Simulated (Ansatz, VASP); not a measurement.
## Cross-check of Re (Rhenium) between VASP and Ansatz

One calculation is typed for both programs; each brings its own data sets. How far apart do they land? The cell is taken from a series of runs on this material, whose earlier steps may have relaxed, scaled, displaced or heated it; both programs get it as it stands.

Program: Ansatz 0.2.0. Level of theory: plane waves, with VASP 6.6.1 beside it; zone-centre phonons at PBEsol. Results are calculated unless marked as measured.

## 1. Set-up

It takes space group P6_3/mmc (No. 194, hexagonal). The conventional cell has a = 2.696 Å, b = 2.696 Å, c = 4.497 Å, α = 90.00°, β = 90.00°, γ = 120.00°. Re has 12 Re at 2.70 to 2.73 Å nearest.

As a file:

```cif
data_structure
_symmetry_space_group_name_H-M 'P 1'
_symmetry_Int_Tables_number 1
_cell_length_a 2.6957
_cell_length_b 2.6957
_cell_length_c 4.4969
_cell_angle_alpha 90.000
_cell_angle_beta 90.000
_cell_angle_gamma 120.000
_cell_volume 28.30
loop_
_atom_site_label
_atom_site_type_symbol
_atom_site_fract_x
_atom_site_fract_y
_atom_site_fract_z
_atom_site_occupancy
Re1 Re 0.33333 0.66667 0.25000 1
Re2 Re 0.66667 0.33333 0.75000 1
```

## 2. VASP: zone-centre phonons, PBEsol

Second derivatives magnify differences that forces hide, and they need a tight electronic threshold.

Lines of VASP's logs that name or quote its potential files are left out, and so is its time.

Contents of INCAR:

```
SYSTEM = Re
PREC = Accurate
ENCUT = 600
EDIFF = 1E-08
NELM = 120
ISMEAR = 1
SIGMA = 0.2
LREAL = .FALSE.
ALGO = Normal
GGA = PS
NBANDS = 13
LASPH = .TRUE.
LORBIT = 11
LWAVE = .FALSE.
LCHARG = .FALSE.
ISIF = 2
IBRION = 8
GGA_COMPAT = .FALSE.
KPAR = 2
```

Contents of POSCAR:

```
Re
1.0
    2.6957383642      0.0000000000      0.0000000000
   -1.3478691821      2.3345779053      0.0000000000
    0.0000000000      0.0000000000      4.4969285052
Re
2
Direct
    0.3333333333      0.6666666667      0.2500000000
    0.6666666667      0.3333333333      0.7500000000
```

Contents of KPOINTS:

```
Automatic mesh
0
Gamma
18 18 12
0 0 0
```

The projector-augmented-wave data sets are Re (PBE family, release 64).

Run with:

```bash
mpirun -np 2 vasp_std
```

Numbers of over 12 decimals in the logs are rounded to 6 here.

The log of the run:

```text
[banner, memory and clock lines left out]
running    2 mpi-ranks, on    1 nodes
 distrk:  each k-point on    1 cores,    2 groups
 distr:  one band on    1 cores,    1 groups

 POSCAR found type information on POSCAR Re
 POSCAR found :  1 types and       2 ions
|                                                                             |
|               ----> ADVICE to this user running VASP <----                  |
|                                                                             |
|     You enforced a specific xc type in the INCAR file but a different       |
|     [... a line on the potential file left out ...]
|     I HOPE YOU KNOW WHAT YOU ARE DOING!                                     |
|                                                                             |

 LDA part: xc-table for (Slater+PW92), standard interpolation
 POSCAR, INCAR and KPOINTS ok, starting setup
 FFT: planning ... GRIDC
 FFT: planning ... GRID_SOFT
 FFT: planning ... GRID
 WAVECAR not read
 entering main loop
       N       E                     dE             d eps       ncg     rms          rms(c)
DAV:   1     0.306571764669E+02    0.30657E+02   -0.73031E+03 12630   0.146E+03
DAV:   2    -0.252221242667E+02   -0.55879E+02   -0.47084E+02 11275   0.335E+02
DAV:   3    -0.280865169773E+02   -0.28644E+01   -0.25749E+01 11858   0.100E+02
DAV:   4    -0.281310973274E+02   -0.44580E-01   -0.44096E-01 10683   0.660E+00
DAV:   5    -0.281316986081E+02   -0.60128E-03   -0.60105E-03 11330   0.108E+00    0.478E+01
DAV:   6    -0.270616551534E+02    0.10700E+01   -0.84762E-01 11611   0.258E+01    0.206E+01
DAV:   7    -0.266863963258E+02    0.37526E+00   -0.63160E-01 11873   0.217E+01    0.444E-01
DAV:   8    -0.266754948112E+02    0.10902E-01   -0.73737E-03 10537   0.705E-01    0.141E-01
DAV:   9    -0.266744281670E+02    0.10666E-02   -0.54694E-04 11934   0.250E-01    0.492E-02
DAV:  10    -0.266744333174E+02   -0.51503E-05   -0.64225E-05 11232   0.110E-01    0.139E-02
DAV:  11    -0.266744339668E+02   -0.64945E-06   -0.78067E-07 12113   0.150E-02    0.175E-03
DAV:  12    -0.266744336910E+02    0.27586E-06   -0.37874E-08  9401   0.717E-03    0.714E-04
DAV:  13    -0.266744337161E+02   -0.25178E-07   -0.87411E-09  6535   0.127E-03    0.125E-04
DAV:  14    -0.266744337188E+02   -0.26446E-08   -0.27922E-09  5857   0.207E-03
   1 F= -.26674434E+02 E0= -.26674631E+02  d E =0.592038E-03
 Linear response reoptimize wavefunctions to high precision
DAV:   1    -0.266744337223E+02   -0.35400E-08   -0.53292E-09  7939   0.903E-04
DAV:   2    -0.266744337223E+02   -0.16826E-10   -0.67923E-11  5507   0.236E-04
 Linear response DOF=           2
 Linear response progress:
  Degree of freedom:   1/  2
       N       E                     dE             d eps       ncg     rms          rms(c)
RMM:   1    -0.737458766894E-01   -0.73746E-01   -0.70578E+00 29911   0.169E+02
RMM:   2    -0.142286903395E+00   -0.68541E-01   -0.69067E-02 66421   0.277E+00    0.133E-01
RMM:   3    -0.141959086941E+00    0.32782E-03   -0.18630E-03 66619   0.374E-01    0.906E-02
RMM:   4    -0.141123676580E+00    0.83541E-03   -0.11116E-03 68579   0.343E-01    0.244E-02
RMM:   5    -0.141170543408E+00   -0.46867E-04   -0.47158E-05 65617   0.799E-02    0.961E-03
RMM:   6    -0.141181598886E+00   -0.11055E-04   -0.72679E-06 69167   0.309E-02    0.188E-03
RMM:   7    -0.141180601835E+00    0.99705E-06   -0.45868E-07 66620   0.601E-03    0.975E-04
RMM:   8    -0.141180324955E+00    0.27688E-06   -0.14703E-07 62759   0.214E-03    0.383E-04
RMM:   9    -0.141179853325E+00    0.47163E-06   -0.99383E-08 70764   0.133E-03    0.658E-05
RMM:  10    -0.141179685689E+00    0.16764E-06   -0.49144E-08 67343   0.747E-04    0.274E-05
RMM:  11    -0.141179727430E+00   -0.41742E-07   -0.73909E-08 70031   0.629E-04    0.703E-06
RMM:  12    -0.141179727249E+00    0.18094E-09   -0.65258E-08 71927   0.617E-04    0.276E-06
 first order change of Fermi-energy  -0.15424E-04
 force on displaced ion       1 direction 1 :  -5.209   0.000   0.000
 Linear response progress:
  Degree of freedom:   2/  2
       N       E                     dE             d eps       ncg     rms          rms(c)
RMM:   1    -0.112365098800E+00   -0.11237E+00   -0.75555E+00 10276   0.175E+02
RMM:   2    -0.186784870287E+00   -0.74420E-01   -0.56403E-02 21230   0.333E+00    0.201E-01
RMM:   3    -0.187977114499E+00   -0.11922E-02   -0.47959E-03 22317   0.706E-01    0.115E-01
RMM:   4    -0.188255305860E+00   -0.27819E-03   -0.52783E-04 24286   0.198E-01    0.543E-02
RMM:   5    -0.188447108792E+00   -0.19180E-03   -0.13375E-04 22360   0.159E-01    0.876E-03
RMM:   6    -0.188498941002E+00   -0.51832E-04   -0.86791E-06 21851   0.452E-02    0.678E-03
RMM:   7    -0.188522777713E+00   -0.23837E-04   -0.13754E-05 21343   0.229E-02    0.314E-03
RMM:   8    -0.188518175858E+00    0.46019E-05    0.12556E-05 24219   0.849E-03    0.177E-03
RMM:   9    -0.188512136022E+00    0.60398E-05    0.87379E-06 20307   0.115E-02    0.392E-04
RMM:  10    -0.188513823763E+00   -0.16877E-05   -0.57086E-06 23669   0.337E-03    0.285E-04
RMM:  11    -0.188513626941E+00    0.19682E-06   -0.24487E-07 22337   0.138E-03    0.215E-04
RMM:  12    -0.188513090364E+00    0.53658E-06    0.45787E-07 22227   0.124E-03    0.577E-05
RMM:  13    -0.188513334749E+00   -0.24439E-06   -0.59880E-07 23846   0.961E-04    0.118E-05
RMM:  14    -0.188513250012E+00    0.84737E-07    0.46738E-07 24616   0.656E-04    0.947E-06
[...]
RMM:  18    -0.188513300931E+00    0.27328E-09    0.18938E-07 24755   0.607E-04    0.280E-07
RMM:  19    -0.188513300855E+00    0.76520E-10    0.19590E-07 23073   0.608E-04    0.260E-07
RMM:  20    -0.188513300633E+00    0.22152E-09    0.21662E-07 22715   0.607E-04    0.308E-07
RMM:  21    -0.188513300632E+00    0.65363E-12    0.37137E-07 22519   0.607E-04    0.721E-07
RMM:  22    -0.188513300798E+00   -0.16536E-09    0.52322E-07 23988   0.605E-04    0.923E-07
RMM:  23    -0.188513301040E+00   -0.24181E-09    0.50618E-07 23108   0.604E-04    0.869E-07
RMM:  24    -0.188513301027E+00    0.12159E-10    0.72129E-07 23020   0.604E-04    0.902E-07
RMM:  25    -0.188513300858E+00    0.16956E-09    0.10582E-06 22963   0.604E-04    0.920E-07
 first order change of Fermi-energy   0.64323E-04
 force on displaced ion       1 direction 3 :   0.000  -0.000  -3.189
 Linear response finished
```

OUTCAR, selected parts (step 2):

```text
ion  position               nearest neighbor table
   1  0.333  0.667  0.250-   2 2.73   2 2.73   2 2.73   2 2.73   2 2.73   2 2.73
   2  0.667  0.333  0.750-   1 2.73   1 2.73   1 2.73   1 2.73   1 2.73   1 2.73

  LATTYP: Found a hexagonal cell.
 ALAT       =     2.6957383642
 C/A-ratio  =     1.6681620757

 Subroutine GETGRP returns: Found 24 space group operations
 (whereof 12 operations were pure point group operations)

The static configuration has the point symmetry D_3d.
 The point group associated with its full space group is D_6h.

 Found    259 irreducible k-points:

   k-points           NKPTS =    259   k-points in BZ     NKDIM =    259   number of bands    NBANDS=     13

   dimension x,y,z NGX =    24 NGY =   24 NGZ =   36
   dimension x,y,z NGXF=    48 NGYF=   48 NGZF=   72

   ENCUT  =  600.0 eV  44.10 Ry    6.64 a.u.   5.38  5.38  8.98*2*pi/ulx,y,z

   NELECT =      14.0000    total number of electrons

 k-points in reciprocal lattice and weights: Automatic mesh
   0.00000000  0.00000000  0.00000000       0.000
   0.05555556  0.00000000  0.00000000       0.002
   0.11111111  0.00000000  0.00000000       0.002
   0.16666667  0.00000000  0.00000000       0.002
   0.22222222  0.00000000  0.00000000       0.002
   0.27777778  0.00000000  0.00000000       0.002
   0.33333333  0.00000000  0.00000000       0.002
   0.38888889  0.00000000  0.00000000       0.002
   0.44444444  0.00000000  0.00000000       0.002
[...]
0.33333333  0.27777778  0.50000000       0.003
   0.33333333  0.33333333  0.50000000       0.001

 average (electrostatic) potential at core
       1 -38.3996       2 -38.3996

  Total        3.2650960      3.2650960      0.0776626     -0.0000000      0.0000000      0.0000000
  in kB      184.8436136    184.8436136      4.3966357     -0.0000000      0.0000000      0.0000000
  external PRESSURE =     124.6946210 kB  Pullay stress =       0.0000000 kB

  energy-cutoff  :      600.00
  volume of cell :       28.30
      direct lattice vectors                 reciprocal lattice vectors
     2.695738364  0.000000000  0.000000000     0.370955881  0.214171478  0.000000000
    -1.347869182  2.334577905  0.000000000     0.000000000  0.428342956  0.000000000
     0.000000000  0.000000000  4.496928505     0.000000000  0.000000000  0.222374005

 POSITION                                       TOTAL-FORCE (eV/Angst)
 -----------------------------------------------------------------------------------
     -0.00000      1.55639      1.12423        -0.000000      0.000000      0.000000
      1.34787      0.77819      3.37270         0.000000     -0.000000      0.000000
 -----------------------------------------------------------------------------------
    total drift:                               -0.000000      0.000000     -0.000000

 Eigenvectors and eigenvalues of the dynamical matrix
 ----------------------------------------------------

   1 f  =    3.697740 THz    23.233586 2PiTHz  123.343329 cm-1    15.292617 meV
             X         Y         Z           dx          dy          dz
     -0.000000  1.556385  1.124232     0.707107   -0.000003   -0.000000
      1.347869  0.778193  3.372696    -0.707107    0.000003   -0.000000

   2 f  =    3.697740 THz    23.233586 2PiTHz  123.343329 cm-1    15.292617 meV
             X         Y         Z           dx          dy          dz
     -0.000000  1.556385  1.124232     0.000003    0.707107   -0.000000
      1.347869  0.778193  3.372696    -0.000003   -0.707107   -0.000000

   3 f  =    2.893348 THz    18.179441 2PiTHz   96.511698 cm-1    11.965920 meV
             X         Y         Z           dx          dy          dz
     -0.000000  1.556385  1.124232    -0.000000    0.000000   -0.707107
      1.347869  0.778193  3.372696     0.000000   -0.000000    0.707107

   4 f  =    0.000000 THz     0.000000 2PiTHz    0.000002 cm-1     0.000000 meV
             X         Y         Z           dx          dy          dz
     -0.000000  1.556385  1.124232     0.039596    0.674463    0.208643
      1.347869  0.778193  3.372696     0.039596    0.674463    0.208643

   5 f  =    0.000000 THz     0.000000 2PiTHz    0.000002 cm-1     0.000000 meV
             X         Y         Z           dx          dy          dz
     -0.000000  1.556385  1.124232     0.044002   -0.210922    0.673480
      1.347869  0.778193  3.372696     0.044002   -0.210922    0.673480

   6 f/i=    0.000000 THz     0.000000 2PiTHz    0.000002 cm-1     0.000000 meV
             X         Y         Z           dx          dy          dz
     -0.000000  1.556385  1.124232     0.704625   -0.024729   -0.053781
      1.347869  0.778193  3.372696     0.704625   -0.024729   -0.053781

 ELASTIC MODULI CONTR FROM IONIC RELAXATION (kBar)
 Direction    XX          YY          ZZ          XY          YZ          ZX
 --------------------------------------------------------------------------------
 XX        -119.6828    119.6828     -0.0000      0.0000      0.0000      0.0000
 YY         119.6828   -119.6828      0.0000     -0.0000      0.0000      0.0000
 ZZ          -0.0000      0.0000     -0.0000      0.0000      0.0000      0.0000
 XY           0.0000     -0.0000      0.0000   -119.6828      0.0000      0.0000
 YZ           0.0000      0.0000      0.0000      0.0000      0.0000      0.0000
 ZX           0.0000      0.0000      0.0000      0.0000      0.0000      0.0000
 --------------------------------------------------------------------------------
```

The data set Re keeps the semicore shell frozen, which is cheaper and a little less accurate.

(Part 1 of 2 ends here.)

[Lines on the potential files, build, host, timing and source positions are cut from VASP's logs without a mark.]

[Logs are printed without paths, hosts, clocks, repeated set-up lines and the standing remarks that a program may print on its own settings, such as how far it seeks lower states.]

[Hosts, paths, dates, database ids (printed as entryN), source tags and the programs' standing remarks are cut or masked in the printed files.]
